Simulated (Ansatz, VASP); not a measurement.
Si in VASP and in Ansatz

INCAR

```
SYSTEM = Si
  ALGO = Normal
  EDIFF = 1E-6
  EDIFFG = -0.005
  ENCUT = 600
  GGA = PS
  IBRION = 2
  ISIF = 3
  ISMEAR = 0
  LASPH = .True.
  LCHARG = .False.
  LREAL = .False.
  LWAVE = .False.
  NELM = 100
  NSW = 100
  PREC = Accurate
  SIGMA = 0.02
```

Contents of KPOINTS:

```
k-points
0
Gamma
  12 12 12
  0 0 0
```

File POSCAR:

```
Si
1.0
    0.0000000000      2.7169171376      2.7169171376
    2.7169171376      0.0000000000      2.7169171376
    2.7169171376      2.7169171376      0.0000000000
Si
2
Direct
    0.7500000000      0.7500000000      0.7500000000
    0.5000000000      0.5000000000      0.5000000000
```

Input for Ansatz:

```yaml
crystal:
  lattice:
    - [0.0, 2.7169171376, 2.7169171376]
    - [2.7169171376, 0.0, 2.7169171376]
    - [2.7169171376, 2.7169171376, 0.0]
  atoms:
    - { symbol: Si, position: [0.75, 0.75, 0.75] }
    - { symbol: Si, position: [0.5, 0.5, 0.5] }
basis:
  ecutwfc: 420
kpoints:
  mp_grid: { grid: [12, 12, 12] }
hamiltonian:
  xc: pbesol
scf:
  occupations: { method: gaussian, width: 0.02 }
output:
  forces: true
  stress: true
  eigenvalues: true
  write_density: true
  write_potential: true
  elf: true
  volumetric_format: npy
relax:
  adjacent_minimum: "off"
  f_tol: 0.005
  max_steps: 80
  cell: { stress_tol: 0.05 }
```

Alike in both runs: task relaxation of cell and atoms; functional PBEsol; k mesh 12 × 12 × 12; occupations gaussian, width 0.02 eV; no spin polarisation.

```csv
,VASP,Ansatz
version,VASP 6.6.1,Ansatz 0.2.0
potentials or method,"VASP PAW PBE potentials, release 64 (Si)","scalar-relativistic, plane waves, PAW"
plane-wave cutoff (eV),600,420
valence electrons in the cell,8,8
```

Ansatz gave:

```
gap on the k mesh at the Fermi level, each at its own relaxed structure (eV) : 0.46
relaxed volume (Å³/atom)                                                     : 20.06
relaxed cell length with the largest relative difference (Å)                 : 3.842
```

Problem. Estimate VASP's values.

Solution. gap on the k mesh at the Fermi level, each at its own relaxed structure (eV): 0.46; relaxed volume (Å³/atom): 20.08; relaxed cell length with the largest relative difference (Å): 3.844.

Caveats: the PAW data sets were made with another functional, which shifts forces and pressure a little (VASP). A k mesh can miss the band edges.
